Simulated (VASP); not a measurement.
Computed with LDA (Ceperley-Alder, Perdew-Zunger), VASP's LDA PAW potentials (set 64) (plane waves; VASP).

Gaps are without spin-orbit coupling.

Order these relaxed crystals by band gap, smallest first: ZnHgS2, R3m (160); K2Se, Fm-3m (225); Cd2SrP2, P-3m1 (164); CdSnF6, R-3 (148).

ZnHgS2, R3m (160) (0.36 eV), Cd2SrP2, P-3m1 (164) (0.83 eV), K2Se, Fm-3m (225) (2.07 eV), CdSnF6, R-3 (148) (3.80 eV)
